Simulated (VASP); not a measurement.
# Ta4NiO11 (Cmmm) in VASP: notebook, part 2 of 3

VASP 6.6.1. The steps go on from the part before.

## Step 4: Optical spectrum, PBE, collinear spin, ferromagnetic start

INCAR

```
SYSTEM = Ta4NiO11
PREC     = Accurate       ! precision mode
ENCUT    = 520            ! plane-wave cutoff, eV
EDIFF    = 1E-6           ! SCF threshold, eV
ISMEAR   = -1             ! smearing method
SIGMA    = 0.05           ! smearing width, eV
LREAL    = .False.        ! projectors in reciprocal space
LASPH    = .True.         ! aspherical terms in the spheres
NELM     = 150            ! most SCF steps
ALGO     = Normal         ! electronic algorithm
ISIF     = 2              ! what is computed and relaxed
LWAVE    = .False.        ! write WAVECAR
LCHARG   = .False.        ! write CHGCAR
ISPIN    = 2              ! spin polarisation
MAGMOM   = 0 0 0 0 1 0 0 0 0 0 0 0 0 0 0 0 ! initial moments
LORBIT   = 11             ! projections on sites
LMAXMIX  = 4              ! l up to which the mixer works
GGA      = PE             ! functional
LOPTICS  = .True.         ! frequency-dependent dielectric function
NBANDS   = 92             ! bands
NEDOS    = 2000           ! points of the DOS
CSHIFT   = 0.1          
KPAR     = 4
```

KPOINTS

```
Automatic mesh
0
Gamma
  7 7 7
  0 0 0
```

POSCAR

```
Ta4NiO11
1.0
    1.9549500000    -14.8297300000      0.0000000000
    1.9549500000     14.8297300000      0.0000000000
    0.0000000000      0.0000000000      3.8859000000
Ta Ni O
4 1 11
Direct
    0.2043700000      0.7956300000      0.0000000000
    0.9245100000      0.0754900000      0.0000000000
    0.0754900000      0.9245100000      0.0000000000
    0.7956300000      0.2043700000      0.0000000000
    0.5000000000      0.5000000000      0.0000000000
    0.1398700000      0.8601300000      0.0000000000
    0.7210700000      0.2789300000      0.0000000000
    0.4364500000      0.5635500000      0.0000000000
    0.5635500000      0.4364500000      0.0000000000
    0.0000000000      0.0000000000      0.0000000000
    0.8601300000      0.1398700000      0.0000000000
    0.2789300000      0.7210700000      0.0000000000
    0.9279000000      0.0721000000      0.5000000000
    0.0721000000      0.9279000000      0.5000000000
    0.7943600000      0.2056400000      0.5000000000
    0.2056400000      0.7943600000      0.5000000000
```

Potentials or basis: VASP PAW PBE potentials, release 64 (Ta_pv, Ni, O).

Started as:

```sh
> cat potpaw_PBE.64/Ta_pv/POTCAR potpaw_PBE.64/Ni/POTCAR potpaw_PBE.64/O/POTCAR > POTCAR
> mpirun -np 4 vasp_std > vasp.out
```

OUTCAR:

```text
SYSTEM = Ta4NiO11
   PREC = Accurate
   ENCUT = 520
   EDIFF = 1E-6
   ISMEAR = -1
   LREAL = .False.
   LASPH = .True.
   NELM = 150
   ISIF = 2
   ISPIN = 2
   LORBIT = 11
   GGA = PE

 ion  position               nearest neighbor table
   1  0.204  0.796  0.000-   6 1.91  16 1.94  16 1.94   7 2.02   7 2.02  12 2.21   4 3.34   4 3.34

   2  0.925  0.075  0.000-  11 1.91  13 1.95  13 1.95   8 1.99   8 1.99  10 2.24   5 2.97   5 2.97

   3  0.075  0.925  0.000-   6 1.91  14 1.95  14 1.95   9 1.99   9 1.99  10 2.24   5 2.97   5 2.97
[... 5 lines left out ...]
   6  0.140  0.860  0.000-   3 1.91   1 1.91
   7  0.721  0.279  0.000-   1 2.02   1 2.02   4 2.21
   8  0.436  0.564  0.000-   5 1.88   2 1.99   2 1.99
   9  0.564  0.436  0.000-   5 1.88   3 1.99   3 1.99
  10  0.000  0.000  0.000-   5 1.95   5 1.95   2 2.24   3 2.24
  11  0.860  0.140  0.000-   2 1.91   4 1.91
  12  0.279  0.721  0.000-   4 2.02   4 2.02   1 2.21
  13  0.928  0.072  0.500-   2 1.95   2 1.95
  14  0.072  0.928  0.500-   3 1.95   3 1.95
  15  0.794  0.206  0.500-   4 1.94   4 1.94
  16  0.206  0.794  0.500-   1 1.94   1 1.94

  LATTYP: Found a base centered orthorhombic cell.
 ALAT       =     3.9099000000
 B/A-ratio  =     7.5857336505
 C/A-ratio  =     0.9938617356

  Lattice vectors:

 A1 = (   1.9549500000, -14.8297300000,   0.0000000000)
 A2 = (   1.9549500000,  14.8297300000,   0.0000000000)
 A3 = (   0.0000000000,   0.0000000000,   3.8859000000)

Analysis of symmetry for initial positions (statically):
[... 3890 lines left out ...]
     0.58417     0.10298     0.02269     0.05735    -0.00000     0.00000     0.00000
     1.16834     0.62873     0.10447     0.14530     0.00000     0.00000     0.00000
     1.75250     0.90107     0.15953     0.25506    -0.00000     0.00000     0.00000
     2.33667     0.72409     0.41182     0.76921     0.00000     0.00000     0.00000
     2.92084     0.89575     0.72511     2.71138    -0.00000     0.00000     0.00000
[... 92 lines left out ...]
    57.24842     0.00076     0.00077     0.00069     0.00000     0.00000     0.00000
    57.83259     0.00072     0.00072     0.00065     0.00000     0.00000     0.00000

  frequency dependent      REAL DIELECTRIC FUNCTION (independent particle, no local field effects) density-density
     E(ev)        X           Y           Z          XY          YZ          ZX
  --------------------------------------------------------------------------------------------------------------
     0.00000     4.90186     4.75036     6.01203    -0.00000     0.00000     0.00000
     0.58417     5.00311     4.80127     6.05020    -0.00000     0.00000     0.00000
     1.16834     5.69187     4.93772     6.36542    -0.00000     0.00000     0.00000
     1.75250     4.34242     5.22597     6.94208    -0.00000     0.00000     0.00000
     2.33667     4.83257     5.54069     8.06725    -0.00000     0.00000     0.00000
     2.92084     5.35289     6.11375    10.89449    -0.00000     0.00000     0.00000
[... 92 lines left out ...]
    57.24842     0.86433     0.86106     0.87391     0.00000     0.00000     0.00000
    57.83259     0.86865     0.86543     0.87780     0.00000     0.00000     0.00000

  frequency dependent IMAGINARY DIELECTRIC FUNCTION (independent particle, no local field effects) current-current
     E(ev)      X         Y         Z        XY        YZ        ZX
  --------------------------------------------------------------------------------------------------------------
     0.00000    26.84252    25.71893    34.46317     0.00000     0.00000     0.00000
     0.58417     1.48072     1.32643     1.78795     0.00000     0.00000     0.00000
     1.16834     1.48845     0.77948     1.06811     0.00000     0.00000     0.00000
     1.75250     1.26733     0.64581     0.93826     0.00000     0.00000     0.00000
     2.33667     1.05469     0.80293     1.38399     0.00000     0.00000     0.00000
     2.92084     1.20465     1.07968     3.45847     0.00000     0.00000     0.00000
[... 92 lines left out ...]
    57.24842     0.00029     0.00029     0.00025    -0.00000     0.00000     0.00000
    57.83259     0.00026     0.00026     0.00022    -0.00000     0.00000     0.00000

  frequency dependent      REAL DIELECTRIC FUNCTION (independent particle, no local field effects) current-current
     E(ev)        X           Y           Z          XY          YZ          ZX
  --------------------------------------------------------------------------------------------------------------
     0.00000     4.88396     4.74649     5.98449     0.00000     0.00000     0.00000
     0.58417     4.97824     4.79898     6.04047     0.00000     0.00000     0.00000
     1.16834     5.59328     4.92338     6.34790     0.00000     0.00000     0.00000
     1.75250     4.25065     5.21499     6.92656     0.00000     0.00000     0.00000
     2.33667     4.77721     5.51125     8.01861     0.00000     0.00000     0.00000
     2.92084     5.30388     6.07257    10.74917     0.00000     0.00000     0.00000
[... 92 lines left out ...]
    57.24842     0.86433     0.86106     0.87391    -0.00000     0.00000     0.00000
    57.83259     0.86865     0.86543     0.87780    -0.00000     0.00000     0.00000

 total charge

# of ion       s       p       d       tot
------------------------------------------
    1        0.344   6.338   2.062   8.744
    2        0.350   6.348   2.076   8.774
    3        0.350   6.348   2.076   8.774
    4        0.344   6.338   2.062   8.744
    5        0.393   0.473   8.338   9.204
    6        1.569   3.528   0.000   5.097
[... 8 lines left out ...]
   15        1.571   3.513   0.000   5.084
   16        1.571   3.513   0.000   5.084
--------------------------------------------------
tot         19.002  64.551  16.613 100.167

 magnetization (x)

# of ion       s       p       d       tot
------------------------------------------
    1        0.000   0.000   0.000   0.000
    2        0.000   0.000   0.002   0.003
    3        0.000   0.000   0.002   0.003
    4        0.000   0.000   0.000   0.000
    5       -0.014  -0.004  -0.697  -0.714
    6        0.000   0.000   0.000   0.000
[... 8 lines left out ...]
   15       -0.000  -0.000   0.000  -0.000
   16       -0.000  -0.000   0.000  -0.000
--------------------------------------------------
tot         -0.026  -0.105  -0.692  -0.823
```

stdout:

```text
POSCAR found type information on POSCAR TaNiO
 POSCAR found :  3 types and      16 ions
 scaLAPACK will be used
 LDA part: xc-table for (Slater+PW92), standard interpolation
 POSCAR, INCAR and KPOINTS ok, starting setup
 FFT: planning ... GRIDC
 FFT: planning ... GRID_SOFT
 FFT: planning ... GRID
 WAVECAR not read
 entering main loop
 optical routines
 imaginary and real dielectric function
 recalculating local potential from charge density
 direction            1
 direction            2
 direction            3
```

Wall time 45 min (4 MPI ranks of Intel Xeon 6975P-C (Granite Rapids), shared host); peak memory 4.7 GiB.

Results:

```yaml
Free_energy: -147.9129 eV
Pressure: 0.8 GPa
Largest_force: 0.081 eV/Å
Band_gap_on_the_k_mesh: none (metal or under the smearing width)
Net_moment: -0.85 μB per cell
Site_moments: Ta +0.00; Ni -0.71; O +0.00, -0.01, -0.09, -0.00 μB
Valence_electrons_inside_the_program's_atomic_spheres: Ta 8.74, 8.77; Ni 9.20; O 5.10, 5.11, 5.00, 5.08
```

Forces in eV/Å, atoms in the order of the input:
```
Ta   0.000 -0.044  0.000
Ta   0.000 -0.043  0.000
Ta   0.000  0.043  0.000
Ta   0.000  0.044  0.000
Ni   0.000  0.000  0.000
O    0.000 -0.007  0.000
O    0.000  0.000  0.000
O    0.000  0.081  0.000
O    0.000 -0.081  0.000
O    0.000  0.000  0.000
O    0.000  0.007  0.000
O    0.000  0.000  0.000
O    0.000 -0.011  0.000
O    0.000  0.011  0.000
O    0.000  0.001  0.000
O    0.000 -0.001  0.000
```

Stress tensor (GPa, compression positive):
```
0.66 0.00 0.00
0.00 0.84 0.00
0.00 0.00 0.87
```

Dielectric function (mean over the directions given):
```
energy (eV)  real part  imaginary part
       0.26       5.24            0.04
       1.23       5.70            0.39
       2.28       6.07            0.60
       3.33       6.49            3.63
       4.38       4.47            5.39
       5.43       3.32            5.66
       6.48      -0.09            3.57
       7.45       1.18            2.57
       8.50       1.94            3.43
       9.55       0.20            3.98
      10.60       0.05            2.68
      11.65      -0.74            2.44
      12.71      -0.59            1.57
      13.67      -0.51            1.23
      14.72      -0.38            0.88
      15.77      -0.28            0.64
      16.82      -0.15            0.31
      17.88       0.10            0.14
      18.93       0.29            0.06
      19.98       0.51            0.07
```

Caveat: spectra need much finer meshes, so this one isn't converged; independent-particle spectra lack excitons; the intraband (Drude) part of a metal's response may be missing; a cell with one magnetic atom can't hold antiferromagnetic order, which such compounds often take; semilocal functionals often make such compounds metallic where correlation or magnetic order opens a gap, which also shifts bond lengths.

[end of part 2 of 3]
